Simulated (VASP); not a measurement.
# TmN: N into a neighbouring N vacancy, part 3 of 4

How hard is this move in TmN: N into a neighbouring N vacancy? Both ends are relaxed first, then a band of images between them. The start is a cell from a database of measured crystal structures.

VASP 6.6.1; PBEsol, 4f electrons in the core; plane waves and PAW (Tm_3, N).

Still holding for the runs below: The data set Tm_3 holds the 4f electrons frozen in the core, so no f bands or f moments appear.

So far. Step 2 (Relax the host): The run ended after 3 ionic steps, 0.015 eV below its first step, once forces and stress met EDIFFG = -0.02. Step 3 (Relax the start): The run ended after 7 ionic steps, 0.243 eV below its first step, once the forces on the free atoms met EDIFFG = -0.05.

**4. Relax the end**

The end state is relaxed in the same way, so that both ends share their errors.

The input, INCAR:

```
SYSTEM = Tm8N7
PREC = Normal
ENCUT = 400
EDIFF = 1E-05
NELM = 120
ISMEAR = 1
SIGMA = 0.15
LREAL = Auto
ALGO = Fast
GGA = PS
NBANDS = 68
LORBIT = 11
LWAVE = .FALSE.
LCHARG = .FALSE.
KPAR = 3
IBRION = 2
NSW = 60
ISIF = 2
EDIFFG = -0.05
POTIM = 0.4
MAXMIX = 40
ISYM = 0
```

The input, POSCAR:

```
Tm8N7
1.0
    0.0000000000      4.7590296604      4.7590296604
    4.7590296604      0.0000000000      4.7590296604
    4.7590296604      4.7590296604      0.0000000000
Tm N
8 7
Direct
   -0.0011897141     -0.0009379956      0.0013392665
    0.0012991455      0.0000492315      0.5024460170
    0.0022030594      0.4956896202      0.0008717367
   -0.0021779247      0.5060210073      0.4976736980
    0.4967586146      0.0019222111     -0.0020065285
    0.4983956833     -0.0025233656      0.5027507325
    0.5017655027      0.4962729646     -0.0009267412
    0.4976365488      0.4954343607      0.5055553604
    0.2514135907      0.2473360416      0.2537330339
    0.2538169649      0.7472481535      0.2493443679
    0.2442784197      0.7494941837      0.7542707984
    0.7509235211      0.2523348062      0.2472028694
    0.7436549142      0.2513223683      0.7494913810
    0.7482259674      0.7490833859      0.2546307705
    0.7519227169      0.7500457698      0.7499498226
```

The input, KPOINTS:

```
Automatic mesh
0
Gamma
3 3 3
0 0 0
```

The projector-augmented-wave data sets are Tm_3 and N (PBE family, release 64).

Started as:

```
mpirun -np 3 vasp_std
```

The log of the run:

```text
[... set-up lines as in an earlier step ...]
 entering main loop
       N       E                     dE             d eps       ncg     rms          rms(c)
DAV:   1     0.113668456602E+04    0.11367E+04   -0.36183E+04  1968   0.132E+03
DAV:   2     0.105759049962E+03   -0.10309E+04   -0.10039E+04  2080   0.587E+02
DAV:   3    -0.116254175600E+03   -0.22201E+03   -0.20707E+03  3204   0.174E+02
DAV:   4    -0.140207733214E+03   -0.23954E+02   -0.23552E+02  3008   0.557E+01
DAV:   5    -0.140982587509E+03   -0.77485E+00   -0.77013E+00  3072   0.142E+01    0.782E+01
RMM:   6    -0.126885584615E+03    0.14097E+02   -0.85518E+01  2551   0.233E+01    0.628E+01
RMM:   7    -0.126623541485E+03    0.26204E+00   -0.45465E+00  2399   0.748E+00    0.351E+01
RMM:   8    -0.126735778553E+03   -0.11224E+00   -0.12318E+00  2560   0.376E+00    0.518E+00
RMM:   9    -0.126667463356E+03    0.68315E-01   -0.28427E-01  2390   0.158E+00    0.118E+00
RMM:  10    -0.126670683583E+03   -0.32202E-02   -0.10069E-01  2662   0.894E-01    0.599E-01
RMM:  11    -0.126669475956E+03    0.12076E-02   -0.73498E-03  2558   0.284E-01    0.220E-01
RMM:  12    -0.126669435391E+03    0.40565E-04   -0.39199E-03  2509   0.181E-01    0.602E-02
RMM:  13    -0.126669404547E+03    0.30843E-04   -0.61398E-04  1935   0.813E-02    0.188E-02
RMM:  14    -0.126669410974E+03   -0.64265E-05   -0.11834E-04  1608   0.467E-02    0.220E-02
RMM:  15    -0.126669408030E+03    0.29435E-05   -0.37271E-05  1363   0.315E-02
   1 F= -.12666941E+03 E0= -.12666558E+03  d E =-.126669E+03
 curvature:   0.00 expect dE= 0.000E+00 dE for cont linesearch  0.000E+00
 trial: gam= 0.00000 g(F)=  0.528E+00 g(S)=  0.000E+00 ort = 0.000E+00 (trialstep = 0.100E+01)
 search vector abs. value=  0.528E+00
 bond charge predicted
       N       E                     dE             d eps       ncg     rms          rms(c)
DAV:   1    -0.126620690591E+03    0.48720E-01   -0.40100E+01  2872   0.383E+01    0.240E+00
RMM:   2    -0.126863360333E+03   -0.24267E+00   -0.24130E+00  2343   0.711E+00    0.140E+00
RMM:   3    -0.126925719807E+03   -0.62359E-01   -0.65352E-01  2663   0.331E+00    0.785E-01
RMM:   4    -0.126930791846E+03   -0.50720E-02   -0.54122E-02  2514   0.122E+00    0.716E-01
RMM:   5    -0.126930649855E+03    0.14199E-03   -0.53436E-02  2524   0.856E-01    0.554E-01
RMM:   6    -0.126928048434E+03    0.26014E-02   -0.75077E-03  2477   0.360E-01    0.230E-01
RMM:   7    -0.126928165764E+03   -0.11733E-03   -0.40399E-03  2554   0.188E-01    0.110E-01
RMM:   8    -0.126928066825E+03    0.98939E-04   -0.34407E-04  1916   0.728E-02    0.478E-02
RMM:   9    -0.126928067860E+03   -0.10346E-05   -0.18692E-04  1828   0.534E-02    0.331E-02
RMM:  10    -0.126928067311E+03    0.54942E-06   -0.21229E-05  1279   0.261E-02
   2 F= -.12692807E+03 E0= -.12692434E+03  d E =-.258659E+00
[...]
3 F= -.12692831E+03 E0= -.12692456E+03  d E =-.258904E+00
[...]
4 F= -.12693905E+03 E0= -.12693528E+03  d E =-.107409E-01
[...]
5 F= -.12694373E+03 E0= -.12693994E+03  d E =-.154171E-01
 curvature:  -1.13 expect dE=-0.210E-02 dE for cont linesearch -0.229E-06
 trial: gam= 0.12764 g(F)=  0.186E-02 g(S)=  0.000E+00 ort = 0.539E-04 (trialstep = 0.124E+01)
 search vector abs. value=  0.211E-02
 bond charge predicted
       N       E                     dE             d eps       ncg     rms          rms(c)
DAV:   1    -0.126944002715E+03   -0.27799E-03   -0.33153E-01  2816   0.303E+00    0.184E-01
RMM:   2    -0.126948194247E+03   -0.41915E-02   -0.22561E-02  2334   0.966E-01    0.434E-01
RMM:   3    -0.126945872226E+03    0.23220E-02   -0.50632E-03  2302   0.529E-01    0.233E-01
RMM:   4    -0.126945139679E+03    0.73255E-03   -0.48527E-03  2404   0.418E-01    0.963E-02
RMM:   5    -0.126945196904E+03   -0.57225E-04   -0.14950E-03  2546   0.161E-01    0.380E-02
RMM:   6    -0.126945215773E+03   -0.18869E-04   -0.21343E-04  2070   0.824E-02    0.417E-02
RMM:   7    -0.126945208834E+03    0.69394E-05   -0.32875E-05  1370   0.425E-02
   6 F= -.12694521E+03 E0= -.12694142E+03  d E =-.147962E-02
 trial-energy change:   -0.001480  1 .order   -0.001463   -0.002307   -0.000620
 step:   1.6885(harm=  1.6885)  dis= 0.00479  next Energy=  -126.945306 (dE=-0.158E-02)
 reached required accuracy - stopping structural energy minimisation
```

Wall time 1.9 min (3 MPI ranks of Intel Xeon 6975P-C (Granite Rapids), shared host); peak memory 0.83 GiB; 5.5 min of CPU time.

Parts of OUTCAR (step 4):

```text
 Found     14 irreducible k-points:

   NELECT =     107.0000    total number of electrons

 E-fermi :   4.5710

 k-point     1 :       0.0000    0.0000    0.0000
  band No.  band energies     occupation
    ...
     52       3.5244      2.00000
     53       3.5247      2.00000
     54       3.6549      2.00000
     55       3.6554      2.00000
     56       3.6563      2.00000
     57       7.0317     -0.00000
     58       7.0325     -0.00000
     59       7.0330     -0.00000
     60       8.0642      0.00000
     61       8.0652      0.00000
    ...

 k-point     2 :       0.3333    0.0000    0.0000
  band No.  band energies     occupation
    ...
     50       2.5942      2.00000
     51       2.7306      2.00000
     52       2.7309      2.00000
     53       4.1678      2.00096
     54       4.5604      1.11889
     55       5.0907     -0.00001
     56       5.0949     -0.00001
     57       6.7147     -0.00000
     58       7.1137     -0.00000
     59       7.1163     -0.00000
    ...

  Total       -2.2332369     -2.2225519     -2.2317499      0.0031035     -0.0043017      0.0053832
  in kB      -16.5981673    -16.5187528    -16.5871156      0.0230662     -0.0319719      0.0400100
  external PRESSURE =     -16.5680119 kB  Pullay stress =       0.0000000 kB

 POSITION                                       TOTAL-FORCE (eV/Angst)
 -----------------------------------------------------------------------------------
      4.76101      4.75985      9.46692        -0.002402      0.003410     -0.012054
      7.14163      7.13917      9.51184        -0.008872      0.014710     -0.001767
      2.42653      4.76161      7.13180        -0.008466     -0.001531      0.000819
      4.76226      7.09748      7.13365        -0.008624     -0.026403     -0.023133
      4.75924      2.42798      7.12848         0.014573     -0.026089      0.028332
      7.09723      4.76082      7.13161        -0.018950      0.002691     -0.006266
      2.37919      2.37997      4.75099         0.005718      0.007410      0.009026
      4.75947      4.75983      4.79601         0.016732      0.015931      0.000318
      2.38242      2.38498      2.37332        -0.007256     -0.027160     -0.005802
      4.75957      2.37889      4.75254         0.007301      0.015916     -0.003314
      7.14184      4.76061      4.75121        -0.016594     -0.001112      0.009105
      2.37934      4.76072      4.75359         0.016303     -0.003597     -0.008612
      4.75967      7.13693      4.75008         0.007006      0.020617      0.014887
      4.76148      4.76013      7.13019        -0.005740      0.009954      0.009573
      7.13894      7.14148      7.13282         0.009271     -0.004746     -0.011111
 -----------------------------------------------------------------------------------
    total drift:                               -0.002427     -0.000516      0.010515

  FREE ENERGIE OF THE ION-ELECTRON SYSTEM (eV)
  ---------------------------------------------------
  free  energy   TOTEN  =      -126.9452088339 eV

  energy  without entropy=     -126.9338427082  energy(sigma->0) =     -126.94142013

 total charge
# of ion       s       p       d       tot
------------------------------------------
    1        0.467   7.180   1.437   9.084
    2        0.455   7.236   1.491   9.182
    3        0.467   7.179   1.437   9.084
    4        0.467   7.179   1.436   9.082
    5        0.468   7.180   1.438   9.086
    6        0.467   7.179   1.437   9.083
    7        0.455   7.235   1.491   9.181
    8        0.467   7.179   1.437   9.083
    9        1.252   2.376   0.000   3.629
   10        1.252   2.377   0.000   3.629
   11        1.252   2.376   0.000   3.628
   12        1.252   2.377   0.000   3.629
   13        1.252   2.376   0.000   3.628
   14        1.255   2.405   0.000   3.661
   15        1.252   2.377   0.000   3.629
--------------------------------------------------
tot         12.482  74.212  11.603  98.297

[... 6 parts as in an earlier step ...]

[... 6 further parts left out ...]
```

Step by step:

| step | energy less that of the first step (eV) | largest force (eV/Å) |
| --- | --- | --- |
| 1 | 0.0000 | 1.7653 |
| 2 | -0.2587 | 0.3731 |
| 3 | -0.2589 | 0.3367 |
| 4 | -0.2696 | 0.1614 |
| 5 | -0.2743 | 0.0955 |
| 6 | -0.2758 | 0.0412 |

The atoms that moved most (Å):

| atom | dx | dy | dz | length |
| --- | --- | --- | --- | --- |
| Tm5 | 0.001 | 0.073 | -0.004 | 0.074 |
| Tm8 | -0.004 | -0.014 | 0.070 | 0.072 |
| Tm3 | 0.063 | -0.012 | 0.003 | 0.065 |
| Tm6 | -0.042 | -0.004 | 0.013 | 0.044 |
| Tm1 | 0.000 | 0.000 | -0.041 | 0.041 |
| N13 | -0.003 | 0.031 | 0.015 | 0.035 |
| Tm4 | -0.014 | -0.020 | -0.023 | 0.034 |
| N11 | -0.015 | 0.008 | 0.022 | 0.028 |

Final coordinates:

```cif
data_structure
_symmetry_space_group_name_H-M 'P 1'
_symmetry_Int_Tables_number 1
_cell_length_a 6.7303
_cell_length_b 6.7303
_cell_length_c 6.7303
_cell_angle_alpha 60.000
_cell_angle_beta 60.000
_cell_angle_gamma 60.000
_cell_volume 215.57
loop_
_atom_site_label
_atom_site_type_symbol
_atom_site_fract_x
_atom_site_fract_y
_atom_site_fract_z
_atom_site_occupancy
Tm1 Tm 0.99450 0.99475 0.00567 1
Tm2 Tm 0.99909 0.99961 0.50104 1
Tm3 Tm 0.99462 0.50396 0.00592 1
Tm4 Tm 0.99483 0.50414 0.49654 1
Tm5 Tm 0.50401 0.99387 0.00617 1
Tm6 Tm 0.50380 0.99474 0.49658 1
Tm7 Tm 0.49924 0.49907 0.00086 1
Tm8 Tm 0.50392 0.50385 0.49624 1
N9 N 0.24962 0.24908 0.25153 1
N10 N 0.24920 0.74944 0.25067 1
N11 N 0.24900 0.74936 0.75133 1
N12 N 0.74962 0.24923 0.25073 1
N13 N 0.74882 0.24930 0.75084 1
N14 N 0.74898 0.74926 0.25125 1
N15 N 0.74967 0.74913 0.75095 1
```

Numbers from this step:

| Item | Value |
| --- | --- |
| electronic cycles | 53 |

The run ended after 6 ionic steps, 0.276 eV below its first step, once the forces on the free atoms met EDIFFG = -0.05.

(Part 3 of 4 ends here.)

[Lines on the potential files, build, host, timing and source positions are cut from VASP's logs without a mark.]

[Logs are printed without paths, hosts, clocks, repeated set-up lines and the standing remarks that a program may print on its own settings, such as how far it seeks lower states.]

[Hosts, paths, dates, database ids (printed as entryN), source tags and the programs' standing remarks are cut or masked in the printed files.]

[Runs that stopped without an error message from VASP are left out.]
